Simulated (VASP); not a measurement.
Energy against volume of Li (bcc). Computed with optB86b-vdW, VASP's PBE PAW potentials (set 64) (plane waves; VASP). Numerical set-up: 520 eV cut-off, 15×15×15 Γ-centred mesh, first-order Methfessel-Paxton smearing of 0.10 eV, potentials Li_sv.

```
V (Å³/atom)  E (eV/atom)
-----------  -----------
19.743          -1.01084
20.353          -1.01212
20.964          -1.01183
21.575          -1.01015
```

Question: Fit these four points and predict the energy of the run at 19.132 Å³/atom.

Answer: A cubic in V^(−2/3), the third-order Birch-Murnaghan form, passes through the four points with V0 = 20.54 Å³/atom and B0 = 13 GPa, and gives -1.0078 eV/atom there. The run gave -1.0077 eV/atom, +0.0 meV/atom from the fit; all five points give B0 = 13 GPa.

The compound is Li in the bcc structure. It was relaxed first.
